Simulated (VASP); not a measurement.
Here is the system:

```yaml
crystal:
  lattice:
    - [3.04516, 0.00000, 0.00000]
    - [-1.52258, 2.63719, 0.00000]
    - [0.00000, 0.00000, 4.10708]
  atoms:
    - { symbol: Ta, position: [0.00000, 0.00000, 0.00000] }
    - { symbol: Ge, position: [0.66667, 0.33333, 0.50000] }
```

Computed with PBEsol GGA, VASP's PBE PAW potentials (set 64) (plane waves; VASP 6.6.1). Settings: 400 eV cut-off, Gaussian smearing of 0.050 eV, potentials Ta_pv Ge_d.

Question: Give the energies of bands 10 to 15 at the high-symmetry points, in eV from the Fermi level.

Answer: 
```
band      Γ      M      K      A      L      H
----  -----  -----  -----  -----  -----  -----
10    -4.07  -6.03  -5.03  -7.80  -4.73  -4.83
11    -2.15  -3.83  -3.75  -0.90  -4.45  -3.15
12    -0.07  -2.65  -3.19   0.34  -0.69  -2.56
13    -0.07   1.57  -1.01   0.34  -0.56  -0.86
14     2.65   2.96   1.32   1.76   0.82   0.96
15     2.65   4.51   1.56   1.76   3.89   4.34
```

It has no gap at this level: it comes out as a metal or semimetal.

The structure was generated: TaGe was put into the WC type (P-6m2), which need not be its known phase. It was relaxed first, which changed the volume by -15 %. The electron count is odd and the run is not spin-polarised, which forces a metal.
